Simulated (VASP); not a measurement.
CdS (zinc blende), at 0.96 of the tabulated volume:

```
CdS
1.0
    0.00000     2.87067     2.87067
    2.87067     0.00000     2.87067
    2.87067     2.87067     0.00000
Cd S
1 1
Cartesian
  0.00000   0.00000   0.00000
  1.43534   1.43534   1.43534
```

The lowest empty band near Γ, direction [100], from mBJ (TB09) with spin-orbit coupling in VASP (PAW); its two spin partners are averaged. The gap over the points computed is 2.71 eV, and the next band on that side lies 4.67 eV away at the edge.

Settings: 400 eV cut-off, 9×9×9 Γ-centred mesh, Gaussian smearing of 0.050 eV, potentials Cd S.

```csv
distance from the edge in k (1/Å),distance in energy (meV)
0.018,5.0
0.025,9.6
0.035,18.7
0.050,38.1
0.070,74.0
```

**Question.** Fit E(1 + αE) = ħ²k²/2m* (ħ²/2m0 = 3.810 eV Å²) and predict the row at 0.095 1/Å.

**Answer.** Least squares on the energies gives the electron mass m* = 0.248 m0 and α = 0.24 per eV, and so 134.4 meV. The run gave 133.8 meV, -0.6 meV from the fit.

Left out are points under 3 meV from the edge, since the levels carry 0.1 meV, and points farther than half the way to the next band.

The compound is CdS in the zinc blende structure, a metastable form; wurtzite is the usual one. The cell was not relaxed at this level.
